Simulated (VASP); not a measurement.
Data:

```
Al3V
1.0
    3.86714     0.00000     0.00000
    0.00000     3.86714     0.00000
    0.00000     0.00000     3.86714
Al V
3 1
Direct
  0.50000   0.50000   0.00000
  0.00000   0.50000   0.50000
  0.50000   0.00000   0.50000
  0.00000   0.00000   0.00000
```

Method: PBEsol GGA, VASP's PBE PAW potentials (set 64) (plane waves; VASP 6.6.1). Settings: 400 eV cut-off, Gaussian smearing of 0.050 eV, potentials Al V_sv.

Question: Predict the band gap (along the path) with the smallest direct gap where there is one.

Answer: 
```json
{
 "band gap (along the path)": "none (metal, semimetal or under 0.01 eV)"
}
```

Total energies compare only between runs with the same potentials, cut-off and functional.

The structure comes from a computed database's Al3V entry (Pm-3m); how it stands against other phases isn't given here. It was relaxed first. The run is not spin-polarised, so no magnetic state was tried.
